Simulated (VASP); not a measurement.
```
CELL_PARAMETERS angstrom
      1.58175    -2.76721     0.00000
      1.58175     2.76721     0.00000
      0.00000     0.00000     3.53917
ATOMIC_POSITIONS crystal
  Zr 0.00000 0.00000 0.00000
  B  0.33333 0.66667 0.50000
  B  0.69562 0.36228 0.50000
```

Level of theory: PBE GGA, VASP's PBE PAW potentials (set 64) (plane waves; VASP). Settings: 520 eV cut-off, 10×10×8 Γ-centred mesh, Fermi-Dirac smearing of 0.30 eV, potentials Zr_sv B.

Problem. Predict the energy per atom (σ→0), largest force, band gap (on the k-mesh) with the smallest direct gap where there is one.

Solution. 
```
Item                                                        Result
------------------------  ----------------------------------------
band gap (on the k-mesh)  none (metal, semimetal or under 0.01 eV)
energy per atom (σ→0)                               -8.300 eV/atom
largest force                                           1.373 eV/Å
```

The compound is ZrB2 in the AlB2 type structure. The cell was not relaxed at this level, atoms are displaced from their ideal sites. The run is one of a series of settings (ISMEAR = -1, SIGMA = 0.3 against the base run), some of them coarse on purpose.
